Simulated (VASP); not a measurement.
Ge:

```
CELL_PARAMETERS angstrom
0.00000 2.82891 2.82891
2.82891 0.00000 2.82891
2.82891 2.82891 0.00000
ATOMIC_POSITIONS crystal
Ge 0.00000 0.00000 0.00000
Ge 0.25000 0.25000 0.25000
```

- Program: VASP 6.6.1
- Task: relaxation of cell and atoms
- Functional: PBE
- Dispersion: D3(BJ)
- Potentials or basis: VASP PAW PBE potentials, release 64 (Ge_d)
- Cutoff: 600 eV
- k mesh: 10 × 10 × 10
- Occupations: gaussian, width 0.03 eV
- Spin: no spin polarisation

At the start: pressure 1.4 GPa; volume 22.64 Å³/atom.

How do energy, volume and symmetry change on relaxing?

Over 4 steps the energy falls by 2.2 meV/atom and the volume is 23.14 Å³/atom (+2.2 %); space group Fd-3m (No. 227, to 0.05 Å).

The path:
| step | energy change (eV) | largest force (eV/Å) | pressure (GPa) | volume (Å³) |
| --- | --- | --- | --- | --- |
| 1 | 0.0000 | 0.0000 | 1.38 | 45.28 |
| 2 | -0.0041 | 0.0000 | -0.09 | 46.57 |
| 3 | -0.0044 | 0.0000 | -0.18 | 46.41 |
| 4 | -0.0044 | 0.0000 | 0.00 | 46.27 |

Final structure:
```
CELL_PARAMETERS angstrom
0.00000 2.84951 2.84951
2.84951 0.00000 2.84951
2.84951 2.84951 0.00000
ATOMIC_POSITIONS crystal
Ge 0.00000 0.00000 0.00000
Ge 0.25000 0.25000 0.25000
```

Caveat: pairwise dispersion overbinds metals, which lowers pressure and volume.
